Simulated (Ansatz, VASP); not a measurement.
## Ni (Ni(110)-(2x1) missing row): VASP beside Ansatz

One calculation is typed for both programs; each brings its own data sets. How far apart do they land? The cell is taken from a series of runs on this material, whose earlier steps may have relaxed, scaled, displaced or heated it; both programs get it as it stands.

Program: Ansatz 0.2.0. Level of theory: plane waves, with VASP 6.6.1 beside it; single point at PBE. Results are calculated unless marked as measured.

**1. Set-up**

The cell holds 9 atoms: 9 Ni. Cell: a = 3.520 Å, b = 4.978 Å, c = 21.978 Å, α = 90.0°, β = 90.0°, γ = 90.0°. Vacuum lies along c.

Structure file:

```cif
data_structure
_symmetry_space_group_name_H-M 'P 1'
_symmetry_Int_Tables_number 1
_cell_length_a 3.5200
_cell_length_b 4.9780
_cell_length_c 21.9780
_cell_angle_alpha 90.000
_cell_angle_beta 90.000
_cell_angle_gamma 90.000
_cell_volume 385.11
loop_
_atom_site_label
_atom_site_type_symbol
_atom_site_fract_x
_atom_site_fract_y
_atom_site_fract_z
_atom_site_occupancy
Ni1 Ni 0.00000 0.00000 0.38675 1
Ni2 Ni 0.00000 0.50000 0.38675 1
Ni3 Ni 0.50000 0.25000 0.44337 1
Ni4 Ni 0.50000 0.75000 0.44337 1
Ni5 Ni 0.00000 0.00000 0.49857 1
Ni6 Ni 0.00000 0.50000 0.50088 1
Ni7 Ni 0.50000 0.25219 0.55597 1
Ni8 Ni 0.50000 0.74781 0.55597 1
Ni9 Ni 0.00000 0.00000 0.60532 1
```

**2. Ansatz: single point, PBE**

Ansatz runs on its default PAW (the set named soft_2) files.

With cell and atoms fixed, the geometry can't cause a difference; cores, projectors, grids and the points listed under the comparison can.

Contents of input.yaml:

```yaml
crystal:
  lattice:
    - [3.52, 0.0, 0.0]
    - [0.0, 4.9780317396, 0.0]
    - [0.0, 0.0, 21.9780317396]
  atoms:
    - { symbol: Ni, position: [0.0, 0.0, 0.3867498282], spin: 0.7 }
    - { symbol: Ni, position: [0.0, 0.5, 0.3867498282], spin: 0.7 }
    - { symbol: Ni, position: [0.5, 0.25, 0.4433749141], spin: 0.7 }
    - { symbol: Ni, position: [0.5, 0.75, 0.4433749141], spin: 0.7 }
    - { symbol: Ni, position: [0.0, 0.0, 0.4985661848], spin: 0.7 }
    - { symbol: Ni, position: [0.0, 0.5, 0.5008827101], spin: 0.7 }
    - { symbol: Ni, position: [0.5, 0.2521855626, 0.5559737265], spin: 0.7 }
    - { symbol: Ni, position: [0.5, 0.7478144374, 0.5559737265], spin: 0.7 }
    - { symbol: Ni, position: [0.0, 0.0, 0.6053194095], spin: 0.7 }
magnetization:
  spin_polarized: true
kpoints:
  mp_grid: { grid: [18, 12, 1] }
hamiltonian:
  xc: pbe
scf:
  occupations: { method: fermi_dirac, width: 0.05 }
  convergence: { dr2_threshold: 1.0e-09 }
  n_extra_bands: 20
efield:
  axis: 3
  dipole_correction: true
  ramp_position: 0.97
  ramp_width: 0.06
output:
  band_densities:
    - { e_range: [-0.05, 0] }
    - { e_range: [-0.4, 0] }
    - { e_range: [-1.2, 0] }
    - { e_range: [0, 0.05] }
    - { e_range: [0, 0.4] }
    - { e_range: [0, 1.2] }
    - { e_range: [-2.0, -1.8] }
    - { e_range: [-1.8, -1.6] }
    - { e_range: [-1.6, -1.4] }
    - { e_range: [-1.4, -1.2] }
    - { e_range: [-1.2, -1.0] }
    - { e_range: [-1.0, -0.8] }
    - { e_range: [-0.8, -0.6] }
    - { e_range: [-0.6, -0.4] }
    - { e_range: [-0.4, -0.2] }
    - { e_range: [-0.2, 0.0] }
    - { e_range: [0.0, 0.2] }
    - { e_range: [0.2, 0.4] }
    - { e_range: [0.4, 0.6] }
    - { e_range: [0.6, 0.8] }
    - { e_range: [0.8, 1.0] }
    - { e_range: [1.0, 1.2] }
    - { e_range: [1.2, 1.4] }
    - { e_range: [1.4, 1.6] }
    - { e_range: [1.6, 1.8] }
    - { e_range: [1.8, 2.0] }
  band_residual_tolerance: 0.0001
  dos: { projected: true, e_range: [-5, 4] }
  write_potential: true
  write_density: true
  volumetric_format: npy
```

On the command line:

```
ansatz run input.yaml --threads 4 --pin off --max-ram 6144MiB --backend cpu --events-out ev --progress --plain --runs-dir out
```

Numbers of over 12 decimals in the logs are rounded to 6 here.

The log of the run:

```text
scf.n_extra_bands = 20 over 81 filled bands (N_el = 162.0): the run solves 101 bands
Engine: ansatz 0.2.0, aarch64-unknown-linux-gnu
Pseudopotentials: kind: paw
Pseudopotential: Ni, paw, valence charge 18, recommended cutoff 420 eV (normal), Ni.paw.azcp
Functional definition: PBE
  parameter kappa = 0.804
  parameter beta = 0.066725
  exchange = pbe_x(kappa = kappa, mu = beta*pi^2/3)
  correlation = pbe_c(beta = beta)
Crystal: 9 atoms, lattice volume = 385.114 Å³
Basis set: ecut = 420 eV, 7531 PW (Γ)
Bands: 101, of which v1, the nominal top of the filled ones, is band 81 counted from 1 (80 counted from 0)
Symmetry: 4 space group operations
k-points: 70 of 216
Non-local potential: Ni, projectors of the file, l = 0: 3, l = 1: 2, l = 2: 3, l = 3: 1
PAW form: soft (Blöchl's): semilocal exchange-correlation on the pseudo side does not see the compensation charge
PAW one-centre angular grid: Ni, 590 points (default); XC on 64 Gauss nodes
Initial density: superposition of atomic densities (neutral atoms: chi_scale 0, normalization atom)
Starting moments: Σ|m| = 6.3 μB on 9 of 9 sites
Initial wavefunctions: pseudopotential atomic-orbital guess
Functional: x = pbe(κ = 0.804, μ = 0.219515), c = pbe(β = 0.066725)
SCF iter   1: F=—  HF=-52543.240966 eV  |F-HF|=—  |Δ(HF+E_count)|=         —  Δρ=2.90e-2 (↑2.68e-2 ↓2.90e-2)  dr2=1.00e1  dr2_m=2.19e0  M=7.983 μB ∫|m|=8.342 μB  β_m=1.00  ethr=3.10e-3  p=0.000 e·Å  D=4.17e-7 V/Å  ΔV_dip=-0.00 eV  dr2_dipole=4.07e-3  V_vac-E_F(+/−)=6.93/6.93 eV  ⟨swp⟩=10.6  Hψ=73090  notcnv=0  defer=410
Mixer restart at iter 1: flushing history
efield: sawtooth ramp at fractional position 0.9700 (set: `efield.ramp_position`, or a place that a band, a saddle search or an elastic batch's reference lends), width 0.0600; the density the first Hamiltonian is built on has a dipole p = 0.000 e·Å; the dipole correction subtracts the counter field D = 4.17e-7 V/Å, which shifts the + side's vacuum level by -0.00 eV against the − side's; the planar-averaged density in the ramp window peaks in size at 1.4e-5 e/Å³
preconditioner: auto → LDOS  [metal: Δε(μ)=0.001 eV  Ē_g=6.574 eV  σ=0.050 eV  W_gap=0.00  n_scr=92 (ndim 8)  ℏωp=18.0 eV  f_vac=0.655  D(μ)=21.83/eV (n_scr^D=216)]
spin=Collinear: LDOS preconditioning applied to the charge; magnetization (m = ρ↑ − ρ↓) channel mixes plain (no charge-response kernel on spin).
SCF iter   2: F=—  HF=-52544.472092 eV  |F-HF|=—  |Δ(HF+E_count)|=    1.23e0  Δρ=1.26e-2 (↑1.05e-2 ↓1.26e-2)  dr2=2.97e0  dr2_m=1.30e-2  M=7.600 μB ∫|m|=8.273 μB  β_m=0.33  ethr=3.10e-3  p=0.017 e·Å  D=8.09e-3 V/Å  ΔV_dip=-0.18 eV  dr2_dipole=6.29e-5  V_vac-E_F(+/−)=5.90/6.08 eV  ⟨swp⟩=2.6  Hψ=24035  notcnv=0  defer=1187
density mixer auto → msr1: a metal under ldos (density of states about μ 3.54 of a free-electron gas's, 92 screened modes)
SCF iter   3: F=—  HF=-52547.998324 eV  |F-HF|=—  |Δ(HF+E_count)|=    3.53e0  Δρ=9.06e-3 (↑4.88e-3 ↓9.06e-3)  dr2=5.53e-1  dr2_m=1.01e-1  M=7.470 μB ∫|m|=8.226 μB  β_m=0.48  ethr=1.83e-3  p=0.025 e·Å  D=1.18e-2 V/Å  ΔV_dip=-0.26 eV  dr2_dipole=8.73e-4  V_vac-E_F(+/−)=5.24/5.50 eV  ⟨swp⟩=2.7  Hψ=21937  notcnv=0  defer=1194
SCF iter   4: F=—  HF=-52550.921289 eV  |F-HF|=—  |Δ(HF+E_count)|=    2.92e0  Δρ=1.20e-2 (↑4.02e-3 ↓1.20e-2)  dr2=4.89e-1  dr2_m=1.10e-1  M=6.979 μB ∫|m|=7.794 μB  β_m=0.59  ethr=3.41e-4  p=0.025 e·Å  D=1.19e-2 V/Å  ΔV_dip=-0.26 eV  dr2_dipole=9.92e-4  V_vac-E_F(+/−)=4.74/5.00 eV  ⟨swp⟩=3.2  Hψ=23289  notcnv=0  defer=1207
SCF iter   5: F=—  HF=-52551.875521 eV  |F-HF|=—  |Δ(HF+E_count)|=   9.54e-1  Δρ=3.48e-3 (↑1.17e-3 ↓3.48e-3)  dr2=5.75e-2  dr2_m=9.80e-3  M=6.693 μB ∫|m|=7.513 μB  β_m=0.72  ethr=3.02e-4  p=0.019 e·Å  D=9.10e-3 V/Å  ΔV_dip=-0.20 eV  dr2_dipole=5.16e-5  V_vac-E_F(+/−)=4.54/4.74 eV  ⟨swp⟩=3.0  Hψ=25300  notcnv=0  defer=1200
SCF iter   6: F=—  HF=-52551.955659 eV  |F-HF|=—  |Δ(HF+E_count)|=   8.01e-2  Δρ=4.22e-3 (↑1.65e-3 ↓4.22e-3)  dr2=7.86e-2  dr2_m=8.40e-3  M=6.547 μB ∫|m|=7.380 μB  β_m=0.86  ethr=3.55e-5  p=0.018 e·Å  D=8.40e-3 V/Å  ΔV_dip=-0.18 eV  dr2_dipole=6.12e-5  V_vac-E_F(+/−)=4.48/4.66 eV  ⟨swp⟩=2.5  Hψ=23783  notcnv=0  defer=1162
SCF iter   7: F=—  HF=-52551.962518 eV  |F-HF|=—  |Δ(HF+E_count)|=   6.86e-3  Δρ=9.30e-4 (↑8.29e-4 ↓9.30e-4)  dr2=6.98e-3  dr2_m=1.01e-3  M=6.505 μB ∫|m|=7.343 μB  β_m=0.76  ethr=3.55e-5  p=0.015 e·Å  D=7.24e-3 V/Å  ΔV_dip=-0.16 eV  dr2_dipole=1.26e-5  V_vac-E_F(+/−)=4.33/4.49 eV  ⟨swp⟩=2.0  Hψ=22064  notcnv=0  defer=1162
SCF iter   8: F=—  HF=-52551.962971 eV  |F-HF|=—  |Δ(HF+E_count)|=   4.54e-4  Δρ=4.17e-4 (↑1.53e-4 ↓4.17e-4)  dr2=5.19e-4  dr2_m=1.58e-4  M=6.520 μB ∫|m|=7.358 μB  β_m=0.82  ethr=4.31e-6  p=0.015 e·Å  D=7.15e-3 V/Å  ΔV_dip=-0.16 eV  dr2_dipole=1.59e-5  V_vac-E_F(+/−)=4.37/4.52 eV  ⟨swp⟩=2.3  Hψ=25129  notcnv=0  defer=1162
[...]
SCF converged after 20 iterations
Magnetization: 6.5203 μB (84.2602 up, 77.7398 down)
Absolute magnetization: 7.3676 μB (∫|ρ↑−ρ↓|, with the PAW one-centre terms)
Spin contamination: 0.0924 ħ² per cell (⟨S²⟩ above its minimum at these occupations)
Per-site moments (μB) at R_I (Å): [(0.775474, 1.013720), (0.822199, 1.026719), (0.706204, 1.020282), (0.706204, 1.020282), (0.743504, 0.967818), (0.733978, 1.017585), (0.739047, 0.997686), (0.739047, 0.997686), (0.838476, 0.967818)]
Free energy (F): -52551.962944 eV
Harris-Foulkes:  -52551.962944 eV  (|F-HF|=6.40e-10)
Internal energy: -52551.805184 eV  (E = F + TS)
E sigma→0 (E₀):  -52551.884064 eV
Entropy (-TS):   -0.157760 eV (-17.529 meV/atom)
Fermi energy:    1.354577 eV
Dipole field:    D = 0.006477 V/Å  (p = 0.013786 e·Å, saw-weighted, corrected)
Work function:   Φ+ = 4.3640 eV   Φ− = 4.5063 eV
Levels:          The Fermi level and band energies are counted from a zero that moves with the ramp; work functions are not
--- Per-component energies (eV) ---
  E_band       = -5240.736409
  E_kinetic    = 2531.395891
  E_local      = -308146.458060  (includes V_loc(G=0)·N_el)
  E_nonlocal   = 5745.687870
  E_hartree    = 150180.400915
  E_xc         = -751.416846
  E_vxc        = -967.867412  (∫ρ·V_xc dr)
  E_paw        = -14688.085978  (= ΣΔE_a)
  E_vpaw       = -4764.618792  (= ΣTr[D̂ρ^β])
  E_aug_tail   = 0.004744  (compensation charges beyond the density's cutoff)
  E_efield     = 0.000045  (sawtooth field / dipole correction)
  E_vefield    = 0.315361  (∫n·V_field dr)
  E_ewald      = 112576.666234
  E_smearing   = -0.157760  (= −TS)
  E_closure    = 0.000000  (closes the sum)
  Σ components = -52551.962944   (vs F -52551.962944, Δ=0.00e0)
--- Band table (eV; the first three rows and the last of 140) ---
  k-point 0 ↑: bands = [... 77 lower, 0.6313, 0.7239, 0.7339, 0.7459, 0.7622, 0.9117, 0.9868, 2.5304, ... 16 higher]
  k-point 1 ↑: bands = [... 77 lower, 0.6237, 0.6989, 0.7276, 0.7326, 0.7592, 0.9298, 0.9767, 1.8664, ... 16 higher]
  k-point 2 ↑: bands = [... 77 lower, 0.6404, 0.6462, 0.6917, 0.7050, 0.7618, 0.9596, 0.9749, 1.3315, ... 16 higher]
  k-point 69 ↓: bands = [... 77 lower, 1.2328, 1.3023, 1.3032, 1.5601, 1.7840, 1.8477, 1.9333, 1.9882, ... 16 higher]
--- Band densities, each state counted as filled ---
  window                                       electrons  max residual (eV)  cut levels
  e_range: [-0.05, 0]                0.134259 + 0.912037             1.5e-6           0
  e_range: [-0.4, 0]                 0.847222 + 6.365741             1.6e-6           0
  e_range: [-1.2, 0]               13.912037 + 16.504630             2.6e-6           0
  e_range: [0, 0.05]                 0.055556 + 0.972222             1.9e-6           0
  e_range: [0, 0.4]                  0.606481 + 5.569444             6.3e-6           0
  e_range: [0, 1.2]                  1.671296 + 7.634259             5.0e-5           0
  e_range: [-2, -1.8]                2.171296 + 2.041667             2.4e-6           0
  e_range: [-1.8, -1.6]              2.222222 + 2.254630             2.4e-6           0
  e_range: [-1.6, -1.4]              2.810185 + 2.824074             2.4e-6           0
  e_range: [-1.4, -1.2]              2.902778 + 2.564815             2.1e-6           0
  e_range: [-1.2, -1]                3.148148 + 2.379630             2.6e-6           0
  e_range: [-1, -0.8]                4.319444 + 2.337963             1.9e-6           0
  e_range: [-0.8, -0.6]              4.282407 + 2.245370             1.9e-6           0
  e_range: [-0.6, -0.4]              1.314815 + 3.175926             1.7e-6           0
  e_range: [-0.4, -0.2]              0.472222 + 2.810185             1.6e-6           0
  e_range: [-0.2, 0]                 0.375000 + 3.555556             1.5e-6           0
  e_range: [0, 0.2]                  0.324074 + 3.134259             6.1e-6           0
  e_range: [0.2, 0.4]                0.282407 + 2.435185             6.3e-6           0
  e_range: [0.4, 0.6]                0.296296 + 0.930556             5.0e-5           0
  e_range: [0.6, 0.8]                0.319444 + 0.444444             4.8e-5           0
  e_range: [0.8, 1]                  0.189815 + 0.314815             3.3e-5           0
  e_range: [1, 1.2]                  0.259259 + 0.375000             4.9e-5           0
  e_range: [1.2, 1.4]                0.347222 + 0.351852             4.2e-5           0
  e_range: [1.4, 1.6]                0.199074 + 0.254630             3.1e-5           0
  e_range: [1.6, 1.8]                0.416667 + 0.365741             3.5e-5           0
  e_range: [1.8, 2]                  0.314815 + 0.268519             3.3e-5           0
```

(Part 1 of 2 ends here.)

[Lines on the potential files, build, host, timing and source positions are cut from VASP's logs without a mark.]

[Logs are printed without paths, hosts, clocks, repeated set-up lines and the standing remarks that a program may print on its own settings, such as how far it seeks lower states.]

[Hosts, paths, dates, database ids (printed as entryN), source tags and the programs' standing remarks are cut or masked in the printed files.]
